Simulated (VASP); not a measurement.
SiC:

```
Si C
1.0
     3.07600    0.00000    0.00000
    -1.53800    2.66389    0.00000
     0.00000    0.00000    5.04800
Si C
2 2
Direct
  0.33333 0.66667 0.00000
  0.66667 0.33333 0.50000
  0.33333 0.66667 0.38500
  0.66667 0.33333 0.88500
```

- Program: VASP 6.6.1
- Task: relaxation of cell and atoms
- Functional: PBE
- Potentials or basis: VASP PAW PBE potentials, release 64 (Si, C)
- Cutoff: 520 eV
- k mesh: 18 × 18 × 10
- Occupations: gaussian, width 0.02 eV
- Spin: no spin polarisation

At the start: pressure 3.6 GPa; volume 10.34 Å³/atom.

**Question.** Where does the relaxation end?

**Answer.** Over 7 steps the energy falls by 10.7 meV/atom and the volume is 10.50 Å³/atom (+1.5 %); space group P6_3mc (No. 186, to 0.05 Å).

Step by step:
| step | energy change (eV) | largest force (eV/Å) | pressure (GPa) | volume (Å³) |
| --- | --- | --- | --- | --- |
| 1 | 0.0000 | 0.7527 | 3.64 | 41.36 |
| 2 | -0.0031 | 0.6250 | -3.56 | 42.78 |
| 3 | -0.0397 | 0.0845 | -0.45 | 42.09 |
| 4 | -0.0427 | 0.0254 | 0.05 | 41.99 |
| 5 | -0.0428 | 0.0124 | -0.01 | 42.00 |
| 6 | -0.0428 | 0.0113 | 0.01 | 42.00 |
| 7 | -0.0428 | 0.0003 | 0.00 | 42.00 |

Final structure:
```cif
data_structure
_symmetry_space_group_name_H-M 'P 1'
_symmetry_Int_Tables_number 1
_cell_length_a 3.0917
_cell_length_b 3.0917
_cell_length_c 5.0741
_cell_angle_alpha 90.000
_cell_angle_beta 90.000
_cell_angle_gamma 120.000
_cell_volume 42.00
loop_
_atom_site_label
_atom_site_type_symbol
_atom_site_fract_x
_atom_site_fract_y
_atom_site_fract_z
_atom_site_occupancy
Si1 Si 0.33333 0.66667 0.00458 1
Si2 Si 0.66667 0.33333 0.50458 1
C1 C 0.33333 0.66667 0.38042 1
C2 C 0.66667 0.33333 0.88042 1
```
